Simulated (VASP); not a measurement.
PtSe2 (Sudovikovite):

```xyz
3
Lattice="3.7240 0.0000 0.0000 -1.8620 3.2251 0.0000 0.0000 0.0000 5.0620" Properties=species:S:1:pos:R:3 pbc="T T T"
Pt    0.0000    0.0000    0.0000
Se    0.0000    2.1501    1.2655
Se    1.8620    1.0750    3.7965
```

```yaml
Program: VASP 6.6.1
Task: relaxation of cell and atoms
Functional: PBE
Dispersion: D3(BJ)
Potentials_or_basis: VASP PAW PBE potentials, release 64 (Pt, Se)
Cutoff: 600 eV
k_mesh: 9 × 9 × 5
Occupations: gaussian, width 0.03 eV
Spin: no spin polarisation
```

At the start: pressure 3.5 GPa; volume 20.27 Å³/atom.

Problem. Where does the relaxation end?

Solution. Over 20 steps the energy falls by 17.0 meV/atom and the volume is 19.74 Å³/atom (-2.6 %); space group P-3m1 (No. 164, to 0.05 Å).

Step by step:
| step | energy change (eV) | largest force (eV/Å) | pressure (GPa) | volume (Å³) |
| --- | --- | --- | --- | --- |
| 1 | 0.0000 | 0.6006 | 3.50 | 60.80 |
| 2 | 0.0320 | 0.3870 | -5.82 | 64.77 |
| 3 | -0.0234 | 0.1841 | -0.55 | 62.31 |
| 4 | -0.0234 | 0.1918 | -0.48 | 62.28 |
| 5 | -0.0282 | 0.1640 | -0.42 | 61.93 |
| 6 | -0.0396 | 0.0765 | -0.22 | 60.88 |
| 7 | -0.0415 | 0.1775 | 0.61 | 58.80 |
| 8 | -0.0449 | 0.0420 | 0.19 | 59.80 |
| 9 | -0.0491 | 0.0906 | -0.42 | 59.66 |
| 10 | -0.0495 | 0.1121 | -0.67 | 59.60 |
| 11 | -0.0493 | 0.0600 | 0.92 | 58.67 |
| 12 | -0.0507 | 0.0292 | 0.08 | 59.15 |
| 13 | -0.0508 | 0.0204 | -0.01 | 59.21 |
| 14 | -0.0509 | 0.0172 | -0.04 | 59.23 |
| 15 | -0.0509 | 0.0155 | -0.02 | 59.24 |
| 16 | -0.0509 | 0.0129 | -0.08 | 59.26 |
| 17 | -0.0509 | 0.0153 | -0.06 | 59.25 |
| 18 | -0.0509 | 0.0123 | 0.13 | 59.21 |
| 19 | -0.0509 | 0.0006 | 0.03 | 59.23 |
| 20 | -0.0509 | 0.0018 | 0.02 | 59.23 |

Final structure:
```yaml
crystal:
  lattice:
    - [3.76981, 0.00000, 0.00000]
    - [-1.88491, 3.26476, 0.00000]
    - [0.00000, 0.00000, 4.81226]
  atoms:
    - { symbol: Pt, position: [0.00000, 0.00000, 0.00000] }
    - { symbol: Se, position: [0.33333, 0.66667, 0.26664] }
    - { symbol: Se, position: [0.66667, 0.33333, 0.73336] }
```

Caveat: pairwise dispersion overbinds metals, which lowers pressure and volume.
